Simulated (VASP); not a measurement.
```yaml
crystal:
  lattice:
    - [0.00000, 2.08811, 2.08811]
    - [2.08811, 0.00000, 2.08811]
    - [2.08811, 2.08811, 0.00000]
  atoms:
    - { symbol: Ti, position: [0.00000, 0.00000, 0.00000] }
    - { symbol: N, position: [0.50000, 0.50000, 0.50000] }
```

Level of theory: LDA (Ceperley-Alder, Perdew-Zunger), VASP's LDA PAW potentials (set 64) (plane waves; VASP). Run with 520 eV cut-off, 17×17×17 Γ-centred mesh, tetrahedra with Blöchl corrections, potentials Ti_sv N.

**Question.** Predict the energy per atom (σ→0), band gap (on the k-mesh) with the smallest direct gap where there is one.

**Answer.** 
```yaml
band gap (on the k-mesh): none (metal, semimetal or under 0.01 eV)
energy per atom (σ→0): -10.836 eV/atom
```

The absolute energy has meaning only against runs of the same code, potentials and settings.

The compound is TiN in the rock salt structure. It was relaxed first. The electron count is odd and the run is not spin-polarised, which forces a metal.
